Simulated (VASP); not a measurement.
All values below come from PBEsol GGA, VASP's PBE PAW potentials (set 64) (plane waves; VASP).

Input for VASP

**KPOINTS**
```
k-points along high-symmetry lines
12
Line-mode
Reciprocal
  0.000000   0.000000   0.000000 ! GAMMA
 -0.500000  -0.500000  -0.500000 ! T

 -0.500000  -0.500000  -0.500000 ! T
 -0.500000  -0.181719  -0.818281 ! H_2

 -0.181719   0.181719  -0.500000 ! H_0
  0.000000   0.000000  -0.500000 ! L

  0.000000   0.000000  -0.500000 ! L
  0.000000   0.000000   0.000000 ! GAMMA

  0.000000   0.000000   0.000000 ! GAMMA
  0.000000   0.340859  -0.340860 ! S_0

 -0.340860   0.000000  -0.659141 ! S_2
 -0.500000   0.000000  -0.500000 ! F

 -0.500000   0.000000  -0.500000 ! F
  0.000000   0.000000   0.000000 ! GAMMA
```

### POSCAR
```
Al2O3
1
    1.5085438872     0.8709579534     5.7741860679
   -1.5085438872     0.8709579534     5.7741860679
    0.0000000000    -1.7419169134     5.7741860682
Al O
2 3
Direct
  0.8070633282   0.8070633282   0.8070633282
  0.3067038408   0.3067038408   0.3067038408
  0.9718036991   0.9718036991   0.9718036991
  0.4178952547   0.4178952547   0.4178952547
  0.1935168771   0.1935168771   0.1935168771
```

**INCAR**
```
LASPH  =  .TRUE.   ! aspherical one-centre terms
LWAVE  =  .FALSE.
ALGO  =  Normal   ! blocked Davidson
LCHARG  =  .FALSE.
LREAL  =  .FALSE.
LORBIT  =  11   ! lm-projected
SYSTEM  =  Al2O3
SIGMA  =  0.05   ! width (eV)
ENCUT  =  520
ICHARG  =  11   ! fixed density
ISMEAR  =  0   ! Gaussian
NELM  =  100
EDIFF  =  1E-7
GGA  =  PS
PREC  =  Accurate
```

POTCAR, in this order: Al O (PBE.64 set). Program: vasp_std. Read from the step before: CHGCAR.

The resulting files:

**OSZICAR**
```
       N       E                     dE             d eps       ncg     rms          rms(c)
DAV:   1     0.956014884194E+02    0.95601E+02   -0.12667E+04  2688   0.139E+03
DAV:   2    -0.327833223979E+02   -0.12838E+03   -0.12559E+03  3424   0.263E+02
DAV:   3    -0.364933965930E+02   -0.37101E+01   -0.37055E+01  3576   0.528E+01
DAV:   4    -0.365134069620E+02   -0.20010E-01   -0.20009E-01  3712   0.403E+00
DAV:   5    -0.365136573640E+02   -0.25040E-03   -0.25040E-03  3696   0.414E-01
DAV:   6    -0.365136630774E+02   -0.57134E-05   -0.57133E-05  3744   0.593E-02
DAV:   7    -0.365136632328E+02   -0.15539E-06   -0.15540E-06  3656   0.985E-03
DAV:   8    -0.365136632367E+02   -0.39402E-08   -0.39380E-08  3192   0.160E-03
   1 F= -.36513663E+02 E0= -.36513663E+02  d E =-.284949E-16
```

### OUTCAR
```
 val. band max:        6.1064302666   @ k =   0.0000   0.0000   0.0000

 cond. band min:      10.1748106270   @ k =   0.0000   0.0000   0.0000



 k-point     1 :       0.0000    0.0000    0.0000
  band No.  band energies     occupation
      1     -13.6059      2.00000
      2     -11.8469      2.00000
      3     -10.7191      2.00000
      4       1.0645      2.00000
      5       1.6516      2.00000
      6       2.2562      2.00000
      7       2.2562      2.00000
      8       4.1821      2.00000
      9       4.1821      2.00000
     10       5.0723      2.00000
     11       5.0723      2.00000
     12       6.1064      2.00000
     13      10.1748      0.00000
     14      13.5827      0.00000
     15      13.7526      0.00000
     16      18.3764      0.00000

 k-point     2 :      -0.0455   -0.0455   -0.0455
  band No.  band energies     occupation
      1     -13.6021      2.00000
      2     -11.8624      2.00000
      3     -10.7060      2.00000
      4       1.0042      2.00000
      5       1.7234      2.00000
      6       2.2559      2.00000
      7       2.2559      2.00000
      8       4.1836      2.00000
      9       4.1836      2.00000
     10       5.0712      2.00000
     11       5.0712      2.00000
     12       6.0812      2.00000
     13      10.1985      0.00000
     14      13.5664      0.00000
     15      13.7490      0.00000
     16      18.3758      0.00000

 k-point     3 :      -0.0909   -0.0909   -0.0909
  band No.  band energies     occupation
      1     -13.5905      2.00000
      2     -11.9064      2.00000
      3     -10.6695      2.00000
      4       0.8733      2.00000
      5       1.8885      2.00000
      6       2.2549      2.00000
      7       2.2549      2.00000
      8       4.1879      2.00000
      9       4.1879      2.00000
     10       5.0678      2.00000
     11       5.0678      2.00000
     12       6.0076      2.00000
     13      10.2678      0.00000
     14      13.5187      0.00000
...
```

The density is held fixed in this step, so its total energy and stress have no physical meaning.

The structure comes from a computed database's Al2O3 entry (R3m); how it stands against other phases isn't given here. It was relaxed first.
